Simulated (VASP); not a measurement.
# Ru (P6_3/mmc) under biaxial (0001) strain: normal strain, stress and strain energy with r2SCAN

Ru squeezed by 2 % in its basal plane pushes back with 15.93 GPa, yet stretched by 2 % it pulls with only 12.46 GPa. The thickness hardly notices the difference: it changes by 1.107 % in one case and by −1.083 % in the other. I want to understand how one response can bend while the other stays straight, because strained films are commonly described with constant moduli. The calculation imposes equal strain along both in-plane directions and lets the normal direction relax to zero stress. Strains are measured from the crystal relaxed with r2SCAN, tension is positive, and energies are per atom. I look for the moduli that follow and for the strain at which a constant modulus becomes too crude.

## Systems and settings

The start is an entry of the ASE's table of reference states database. The crystal was relaxed with r2SCAN. Equal strain is imposed in the (0001) plane; the strain along the normal is adjusted until the normal stress vanishes, and the atoms are relaxed with r2SCAN. VASP 6.6.1, plane waves with PAW, cutoff 450 eV, no spin polarisation, no spin-orbit coupling, k mesh 25×25×14, static lattice. The same in all rows: band gap on the k mesh at r2SCAN: 0.000 eV.

Notes on method and selection:

- Runs that did not converge, have known faults or may not be shown are not listed, and runs on Ansatz's PAW sets soft_1 and soft_2 are kept to separate tables.

Columns:

- strain (%): strain in the plane (tension positive).
- normal strain (%): strain along the normal.
- stress (GPa): in-plane stress, tension positive.
- strain energy (meV/atom): energy per atom above the relaxed crystal.

Input lines of one member:

```
PREC = Accurate
ENCUT = 450
EDIFF = 1E-07
NELM = 120
ISMEAR = 1
SIGMA = 0.15
LREAL = .FALSE.
ALGO = Normal
METAGGA = R2SCAN
LASPH = .TRUE.
NBANDS = 20
LORBIT = 11
KPAR = 2
IBRION = 1
NSW = 25
```

Command (options for logging and memory left out): `mpirun -np 2 vasp_std`

## The series

| member | strain (%) | normal strain (%) | stress (GPa) | strain energy (meV/atom) |
| --- | --- | --- | --- | --- |
| −2 % | −2.0 | 1.107 | −15.93 | 26.11 |
| −1.5 % | −1.5 | 0.836 | −11.55 | 14.49 |
| −1 % | −1.0 | 0.560 | −7.46 | 6.40 |
| −0.5 % | −0.5 | 0.280 | −3.63 | 1.61 |
| 0 % | 0.0 | 0.002 | −0.02 | −0.07 |
| +0.5 % | 0.5 | −0.271 | 3.39 | 1.21 |
| +1 % | 1.0 | −0.541 | 6.61 | 5.30 |
| +1.5 % | 1.5 | −0.812 | 9.64 | 12.06 |
| +2 % | 2.0 | −1.083 | 12.46 | 21.35 |

Least-squares fits to the whole series, with x = strain (%); R² and errors in the fitted variable (y, or ln y where the fit is in ln y):

| y | members | fit | R² | rms residual | leave-one-out rms | the same for the mean of the others |
| --- | --- | --- | --- | --- | --- | --- |
| normal strain (%) | 9 | y = 0.008667 − 0.5486 x | 1.00 | 0.0040 | 0.0052 | 0.80 |
| stress (GPa) | 9 | y = −0.7211 + 7.076 x | 1.00 | 0.63 | 0.90 | 10 |

## Mechanism

The normal strain falls linearly with the in-plane strain, by about 0.55 % per 1 %. The stress rises throughout the series, but less steeply towards tension. The strain energy is nearly parabolic, with the compressed side higher.

I start from linear elasticity of a hexagonal crystal, with in-plane strain $x$ and normal strain $n$. Zero normal stress requires

$$2C_{13}x + C_{33}n = 0, \qquad n = -r x, \qquad r = 2C_{13}/C_{33}.$$

Putting this $n$ into the in-plane stress gives

$$\sigma = (C_{11}+C_{12})x + C_{13}n = Ax, \qquad A = C_{11}+C_{12}-2C_{13}^2/C_{33}.$$

Symmetry holds the atoms at their sites, so no internal displacement softens these moduli. The ±0.5 % pair gives $A$ = (3.39 + 3.63) / (2 × 0.5) = 7.02 GPa per %, a biaxial modulus of 7.02 × 100 = 702 GPa. The slope of the normal strain, −0.5486, gives $C_{13}/C_{33}$ = 0.5486 / 2 = 0.274. Two combinations follow, not the four separate constants.

A constant $A$ would make the stresses at +2 % and −2 % equal in size. I therefore add the next term,

$$\sigma = Ax + Bx^2.$$

A negative $B$ is what anharmonic bonding leads me to expect: repulsion between neighbouring atoms steepens as they approach, so the crystal stiffens in compression and softens in tension. The normal strain can still stay linear if $C_{13}$ and $C_{33}$ change in nearly the same proportion, since only their ratio enters $r$.

For small strains the work done along the two in-plane directions is

$$u = 2w\int_0^x \sigma\,dx' = w\left(Ax^2 + \tfrac{2}{3}Bx^3\right),$$

where $w$ is the volume per atom in suitable units. The elastic model thus has three parameters, $r$, $A$ and $B$; $w$ only sets the energy scale.

## Testing the model

I fix the model on the members −1 % and +1 %, with $x$ in %:

- $r$ = (0.560 + 0.541) / 2 = 0.5505
- $A$ = (6.61 + 7.46) / 2 = 7.035 GPa per %
- $B$ = (6.61 − 7.46) / 2 = −0.425 GPa per %²; the energy contains two thirds of it, in size 2 × 0.425 / 3 = 0.2833

I count energies from the 0 % row, which means adding 0.07 meV to each table value. The mean for the pair is then (5.30 + 6.40) / 2 + 0.07 = 5.92 meV, and $w$ = 5.92 / 7.035 = 0.8415 meV per GPa and %. With strain as a fraction this is 0.8415 × 100 = 84.15 meV per GPa. Since 1 GPa Å³ equals 6.242 meV, it corresponds to 84.15 / 6.242 = 13.5 Å³ per atom, in line with the roughly 14 Å³ expected for this metal.

**Member +2 %**

- Normal strain: −0.5505 × 2 = −1.101 %; table −1.083 %.
- Stress: 7.035 × 2 − 0.425 × 4 = 12.37 GPa; table 12.46 GPa.
- Energy: 0.8415 × (7.035 × 4 − 0.2833 × 8) = 21.77 meV; table 21.35 + 0.07 = 21.42 meV.

**Member −2 %**

- Normal strain: 0.5505 × 2 = 1.101 %; table 1.107 %.
- Stress: −7.035 × 2 − 0.425 × 4 = −15.77 GPa; table −15.93 GPa.
- Energy: 0.8415 × (7.035 × 4 + 0.2833 × 8) = 25.59 meV; table 26.11 + 0.07 = 26.18 meV.

**Member +0.5 %**

The square and cube of the strain are 0.5 × 0.5 = 0.25 and 0.5 × 0.25 = 0.125.

- Normal strain: −0.5505 × 0.5 = −0.275 %; table −0.271 %.
- Stress: 7.035 × 0.5 − 0.425 × 0.25 = 3.41 GPa; table 3.39 GPa.
- Energy: 0.8415 × (7.035 × 0.25 − 0.2833 × 0.125) = 1.45 meV; table 1.21 + 0.07 = 1.28 meV.

## Members off the line

Largest departures from the fit to the whole series:

| member | normal strain (%) | fit | computed − fit | in rms residuals |
| --- | --- | --- | --- | --- |
| 0 % | 0.002 | 0.009 | −0.007 | 1.6 |
| +2 % | −1.083 | −1.089 | +0.006 | 1.4 |
| +0.5 % | −0.271 | −0.266 | −0.005 | 1.3 |
| −1.5 % | 0.836 | 0.832 | +0.004 | 1.1 |

The constant modulus fails first. With $B$ left out, the stress at ±2 % would have the size 7.035 × 2 = 14.07 GPa, which is 14.07 − 12.46 = 1.61 GPa too large in tension and 15.93 − 14.07 = 1.86 GPa too small in compression. The straight-line fit hides this curvature in its intercept of −0.7211 GPa, whereas the unstrained crystal carries only −0.02 GPa.

With $B$ included, the computed stress still exceeds the model in size at both ends, by 0.09 GPa at +2 % and 0.16 GPa at −2 %. Here the assumption that the series stops at $x^2$ begins to fail.

The energy departs differently. Stretched members lie below the model and compressed ones above it, already by 0.17 meV at ±0.5 %. A term linear in strain does this, as if a stress of about −0.2 GPa were missing from the stress column. The likely cause is the finite plane-wave cutoff: a larger cell holds more plane waves, which lowers its energy a little, and the calculated stress does not include this effect. The −0.07 meV of the unstrained row probably has a related origin, a change of plane-wave set after the cell relaxation.

## Closing remarks

Between −2 % and +2 % the normal strain is linear for practical purposes. A constant biaxial modulus misses the stress by 3 to 4 % at ±0.5 %, about 6 % at ±1 % and 12 to 13 % at ±2 %; one quadratic term brings this down to about 1 %. If an error of 5 % is tolerable, the constant modulus still serves at ±0.5 % but no longer at ±1 %.

The largest omitted effect is plastic flow. In bulk Ru, dislocations would relieve most of the stress at the ends of the series, a reduction of roughly 10 GPa, comparable with the stresses themselves. The functional matters less: r2SCAN tends to make such metals too stiff, by roughly 5 %, which still exceeds the misses of the quadratic model.

[Logs are printed without paths, hosts, clocks, repeated set-up lines and the standing remarks that a program may print on its own settings, such as how far it seeks lower states.]
